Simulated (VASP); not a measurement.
Output of a VASP run:

### OSZICAR
```
...
DAV:   1     0.290186981979E+04    0.29019E+04   -0.87954E+04  2442   0.206E+03
DAV:   2     0.541404769608E+03   -0.23605E+04   -0.22675E+04  2578   0.598E+02
DAV:   3    -0.778819424941E+02   -0.61929E+03   -0.59189E+03  3020   0.238E+02
DAV:   4    -0.169191629512E+03   -0.91310E+02   -0.89944E+02  2980   0.868E+01
DAV:   5    -0.175803119474E+03   -0.66115E+01   -0.65854E+01  3556   0.248E+01    0.258E+01
DAV:   6    -0.150542942439E+03    0.25260E+02   -0.85245E+01  4044   0.615E+01    0.768E+00
DAV:   7    -0.151354971420E+03   -0.81203E+00   -0.16613E+01  2628   0.135E+01    0.677E+00
DAV:   8    -0.151060717528E+03    0.29425E+00   -0.22707E+00  3268   0.169E+01    0.252E+00
DAV:   9    -0.150938966812E+03    0.12175E+00   -0.50282E-01  3132   0.981E+00    0.653E-01
DAV:  10    -0.150955035798E+03   -0.16069E-01   -0.22287E-01  2724   0.316E+00    0.524E-01
DAV:  11    -0.150956851279E+03   -0.18155E-02   -0.43228E-02  3292   0.276E+00    0.261E-01
DAV:  12    -0.150959104318E+03   -0.22530E-02   -0.18811E-02  3172   0.850E-01    0.180E-01
DAV:  13    -0.150959146401E+03   -0.42084E-04   -0.93033E-03  2844   0.796E-01    0.142E-01
DAV:  14    -0.150959578379E+03   -0.43198E-03   -0.22462E-03  2964   0.605E-01    0.117E-01
DAV:  15    -0.150960088855E+03   -0.51048E-03   -0.99134E-04  3188   0.477E-01    0.461E-02
DAV:  16    -0.150961669554E+03   -0.15807E-02   -0.12803E-03  3092   0.496E-01    0.585E-02
DAV:  17    -0.150961973895E+03   -0.30434E-03   -0.53354E-04  2964   0.230E-01    0.292E-02
DAV:  18    -0.150962405833E+03   -0.43194E-03   -0.15857E-04  3052   0.108E-01    0.114E-02
DAV:  19    -0.150962474685E+03   -0.68852E-04   -0.38791E-05  2252   0.658E-02    0.102E-02
DAV:  20    -0.150962566099E+03   -0.91415E-04   -0.35592E-05  2012   0.264E-02    0.446E-03
DAV:  21    -0.150962658149E+03   -0.92050E-04   -0.96504E-06  1724   0.520E-02    0.275E-03
DAV:  22    -0.150962719947E+03   -0.61798E-04   -0.58168E-06  1772   0.141E-02    0.233E-03
DAV:  23    -0.150962783240E+03   -0.63293E-04   -0.43698E-06  1668   0.362E-02    0.173E-03
DAV:  24    -0.150962817541E+03   -0.34300E-04   -0.31387E-06  1676   0.994E-03    0.147E-03
DAV:  25    -0.150962830377E+03   -0.12836E-04   -0.12770E-06  1724   0.858E-03    0.727E-04
DAV:  26    -0.150962835585E+03   -0.52081E-05   -0.88823E-07  1636   0.569E-03
   1 F= -.15096284E+03 E0= -.15096284E+03  d E =-.150963E+03
       N       E                     dE             d eps       ncg     rms          rms(c)
DAV:   1    -0.150962440169E+03    0.39021E-03   -0.11517E-01  2516   0.108E+00    0.444E-02
DAV:   2    -0.150962994712E+03   -0.55454E-03   -0.57813E-03  3084   0.313E-01    0.262E-02
DAV:   3    -0.150963017417E+03   -0.22705E-04   -0.42149E-04  3108   0.108E-01    0.198E-02
DAV:   4    -0.150963005212E+03    0.12205E-04   -0.33714E-05  1956   0.123E-01    0.118E-02
DAV:   5    -0.150963002634E+03    0.25778E-05   -0.43936E-05  2124   0.430E-02
   2 F= -.15096300E+03 E0= -.15096300E+03  d E =-.167049E-03
       N       E                     dE             d eps       ncg     rms          rms(c)
DAV:   1    -0.150962973395E+03    0.31817E-04   -0.15070E-02  2516   0.398E-01    0.147E-02
DAV:   2    -0.150963047346E+03   -0.73951E-04   -0.76761E-04  3052   0.113E-01    0.963E-03
DAV:   3    -0.150963050096E+03   -0.27495E-05   -0.49161E-05  2284   0.398E-02    0.736E-03
DAV:   4    -0.150963048654E+03    0.14417E-05   -0.62167E-06  1516   0.334E-02
   3 F= -.15096305E+03 E0= -.15096305E+03  d E =-.213069E-03
```

File OUTCAR:
```
------------------------ aborting loop because EDIFF is reached ----------------------------------------
  FORCE on cell =-STRESS in cart. coord.  units (eV):
  Direction    XX          YY          ZZ          XY          YZ          ZX
  --------------------------------------------------------------------------------------
  Total        1.8957198      1.0990925     -2.1151070      0.0000000      0.0000000      0.0000000
  in kB        4.3407719      2.5166746     -4.8431193      0.0000000      0.0000000      0.0000000
  external PRESSURE =       0.6714424 kB  Pullay stress =       0.0000000 kB
  volume of cell :      699.71
      direct lattice vectors                 reciprocal lattice vectors
     5.180005634  0.000000000  0.000000000     0.193049983  0.000000000  0.000000000
     0.000000000  5.511462262  0.000000000     0.000000000  0.181440052  0.000000000
     0.000000000  0.000000000 24.508723380     0.000000000  0.000000000  0.040801799
 POSITION                                       TOTAL-FORCE (eV/Angst)
 -----------------------------------------------------------------------------------
      0.10798      4.86434     16.02341        -0.001584     -0.000125     -0.001853
      2.69798      3.40286     16.02341        -0.001584      0.000125     -0.001853
      5.16032      2.28192     14.69878         0.000907     -0.002384     -0.004467
      2.57032      0.47381     14.69878         0.000907      0.002384     -0.004467
      5.16633      5.04830     13.03174        -0.006285     -0.003720      0.010582
      2.57633      3.21889     13.03174        -0.006285      0.003720      0.010582
      5.16633      2.29257     11.47698        -0.006285     -0.003720     -0.010582
      2.57633      0.46316     11.47698        -0.006285      0.003720     -0.010582
      5.16032      5.03765      9.80995         0.000907     -0.002384      0.004467
      2.57032      3.22954      9.80995         0.000907      0.002384      0.004467
      0.10798      2.10861      8.48532        -0.001584     -0.000125      0.001853
      2.69798      0.64713      8.48532        -0.001584      0.000125      0.001853
      1.91589      5.06851     16.25239         0.012255     -0.011480     -0.013792
      4.50589      3.19868     16.25239         0.012255      0.011480     -0.013792
      1.92790      2.29444     14.65457        -0.003858     -0.001000      0.007118
      4.51791      0.46129     14.65457        -0.003858      0.001000      0.007118
      1.94017      5.06123     13.05851        -0.001435      0.007472      0.000221
      4.53017      3.20596     13.05851        -0.001435     -0.007472      0.000221
      1.94017      2.30550     11.45021        -0.001435      0.007472     -0.000221
      4.53017      0.45023     11.45021        -0.001435     -0.007472     -0.000221
      1.92790      5.05018      9.85415        -0.003858     -0.001000     -0.007118
      4.51791      3.21702      9.85415        -0.003858      0.001000     -0.007118
      1.91589      2.31278      8.25634         0.012255     -0.011480      0.013792
      4.50589      0.44295      8.25634         0.012255      0.011480      0.013792
 -----------------------------------------------------------------------------------
    total drift:                                0.013095      0.000000     -0.000125
  FREE ENERGIE OF THE ION-ELECTRON SYSTEM (eV)
  ---------------------------------------------------
  free  energy   TOTEN  =      -150.9630486540 eV

  energy  without entropy=     -150.9630486540  energy(sigma->0) =     -150.96304865

 reached required accuracy - stopping structural energy minimisation
```
(Selected blocks of OUTCAR.)

**POSCAR**
```
GaN(110) slab
1
    5.1800056344     0.0000000000     0.0000000000
   -0.0000000000     5.5114622623     0.0000000000
    0.0000000000     0.0000000000    24.5087233797
Ga N
12 12
Direct
  0.0206672045   0.8824888712   0.6537804511
  0.5206672045   0.6175111288   0.6537804511
  0.9962175599   0.4140227970   0.5997254375
  0.4962175599   0.0859772030   0.5997254375
  0.9974040860   0.9159629425   0.5316971108
  0.4974040860   0.5840370575   0.5316971108
  0.9974040860   0.4159629425   0.4683028892
  0.4974040860   0.0840370575   0.4683028892
  0.9962175599   0.9140227970   0.4002745625
  0.4962175599   0.5859772030   0.4002745625
  0.0206672045   0.3824888712   0.3462195489
  0.5206672045   0.1175111288   0.3462195489
  0.3699719296   0.9195691821   0.6631629306
  0.8699719296   0.5804308179   0.6631629306
  0.3721882865   0.4163271903   0.5979355180
  0.8721882865   0.0836728097   0.5979355180
  0.3745509336   0.9182372721   0.5328157740
  0.8745509336   0.5817627279   0.5328157740
  0.3745509336   0.4182372721   0.4671842260
  0.8745509336   0.0817627279   0.4671842260
  0.3721882865   0.9163271903   0.4020644820
  0.8721882865   0.5836728097   0.4020644820
  0.3699719296   0.4195691821   0.3368370694
  0.8699719296   0.0804308179   0.3368370694
```

Reconstruct the remaining input files.

This is not unique; one that fits is the input of the run itself, PBEsol GGA, plane waves, VASP's PBE PAW potentials (set 64).

INCAR:
```
ALGO = Normal
DIPOL = 0.5 0.5 0.5
EDIFF = 1E-5
EDIFFG = -0.03
ENCUT = 450
GGA = PS
IBRION = 2
IDIPOL = 3
ISIF = 2
ISMEAR = 0
LASPH = .True.
LCHARG = .False.
LDIPOL = .True.
LMAXMIX = 4
LREAL = Auto
LWAVE = .True.
NELM = 100
NELMIN = 4
NSW = 120
PREC = Normal
SIGMA = 0.05
SYSTEM = GaN(110) slab
```

KPOINTS:
```
Automatic mesh
0
Gamma
4 4 1
0 0 0
```

POTCAR, in this order: Ga_d N (PBE.64 set). Program: vasp_std.

At this cut-off the stress carries a Pulay error, which pulls relaxed volumes low.

The cell is a thin slab with vacuum, built from GaN (wurtzite): (110) face.
